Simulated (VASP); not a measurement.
A run of VASP 6.6.1 is set up as follows.

Contents of INCAR:

```
PREC     = Accurate       # precision mode
ENCUT    = 520            # plane-wave cutoff, eV
EDIFF    = 1E-7           # SCF threshold, eV
ISMEAR   = -1             # smearing method
SIGMA    = 0.15           # smearing width, eV
LREAL    = F              # projectors in reciprocal space
LASPH    = T              # aspherical terms in the spheres
NELM     = 100            # most SCF steps
ALGO     = Normal         # electronic algorithm
ISIF     = 2              # what is computed and relaxed
LWAVE    = F              # write WAVECAR
LCHARG   = T              # write CHGCAR
GGA      = PE             # functional
LELF     = T              # ELF
LVHAR    = T            
NBANDS   = 34             # bands
```

KPOINTS

```
regular mesh
0
Gamma
  10 10 3
```

File POSCAR:

```
Tc3Sn
1.0
    2.9415870000      0.0000000000      0.0000000000
   -1.4707930000      2.5474890000      0.0000000000
    0.0000000000      0.0000000000      8.6334470000
Tc Sn
3 1
Direct
    0.3333333333      0.6666666667      0.5000000000
    0.6666666667      0.3333333333      0.2617820000
    0.6666666667      0.3333333333      0.7382180000
    0.3333333333      0.6666666667      0.0000000000
```

Potentials or basis: VASP PAW PBE potentials, release 64 (Tc_pv, Sn_d).

Launch:

```console
$ cat potpaw_PBE.64/Tc_pv/POTCAR potpaw_PBE.64/Sn_d/POTCAR > POTCAR
$ mpirun -np 1 vasp_std > vasp.out
```

(1) What does it give for the largest force?

(2) What does it give for the band gap on the k mesh?

(3) Estimate the pressure.

## Answers

(1) 0.111 eV/Å.

(2) none (metal or under the smearing width).

(3) -1.8 GPa.
